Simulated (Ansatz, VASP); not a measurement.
## Two plane-wave programs on Sc3Ge

```
CELL_PARAMETERS angstrom
4.19740 0.00000 0.00000
0.00000 4.19740 0.00000
0.00000 0.00000 4.19740
ATOMIC_POSITIONS crystal
Sc 0.00000 0.50000 0.50000
Sc 0.50000 0.00000 0.50000
Sc 0.50000 0.50000 0.00000
Ge 0.00000 0.00000 0.00000
```

Alike in both runs: task relaxation of cell and atoms; functional PBE; k mesh 4 × 4 × 4; occupations gaussian, width 0.1 eV; no spin polarisation.

|  | VASP | Ansatz |
| --- | --- | --- |
| version | VASP 6.6.1 | Ansatz 0.2.0 |
| potentials or method | VASP PAW PBE potentials, release 64 (Sc_sv, Ge_d) | scalar-relativistic, plane waves, PAW |
| plane-wave cutoff (eV) | 600 | 420 |
| valence electrons in the cell | 47 | 47 |

Ansatz gave:

```
gap on the k mesh at the Fermi level, each at its own relaxed structure (eV) : none
relaxed volume (Å³/atom)                                                     : 20.73
relaxed cell length with the largest relative difference (Å)                 : 4.361
energy change over the relaxation (meV/atom)                                 : -56
```

Estimate VASP's values.

gap on the k mesh at the Fermi level, each at its own relaxed structure (eV): none; relaxed volume (Å³/atom): 20.66; relaxed cell length with the largest relative difference (Å): 4.356; energy change over the relaxation (meV/atom): -58.

A gap of «none» marks a metal or a gap that the smearing closes.

Caveats: the k mesh is coarse (spacing up to 0.37 Å⁻¹), so the values aren't converged.
